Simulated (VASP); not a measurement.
Consider the following.

```
CELL_PARAMETERS angstrom
      2.96147     0.00000     0.00000
      0.00000     2.96147     0.00000
      0.00000     0.00000     2.96147
ATOMIC_POSITIONS crystal
  Cr 0.00000 0.00000 0.00000
  Cr 0.50000 0.50000 0.50000
```
Starting moments (μB, in the order of the record's atoms Cr Cr): 2.7 -2.7.

Calculation: r2SCAN meta-GGA, VASP's PBE PAW potentials (set 64) (plane waves; VASP 6.6.1). Numerical set-up: 400 eV cut-off, 11×11×11 Γ-centred mesh, first-order Methfessel-Paxton smearing of 0.10 eV, potentials Cr_pv.

Estimate the cell moment, energy per atom (σ→0), band gap (on the k-mesh) with the smallest direct gap where there is one.

```json
{
 "band gap (on the k-mesh)": "none (metal, semimetal or under 0.01 eV)",
 "cell_moment": "0.00 μB",
 "energy per atom (σ→0)": "-15.079 eV/atom"
}
```

Give the moment on each site (PAW-sphere projection).

| site | moment (μB) |
|---|---|
| Cr1 | 2.70 |
| Cr2 | -2.70 |

Only differences to runs with the same potentials and settings are physical.

The compound is Cr in the bcc, AFM order structure. It was relaxed first, which changed the volume by +9 %. The start is the result of an earlier pass.
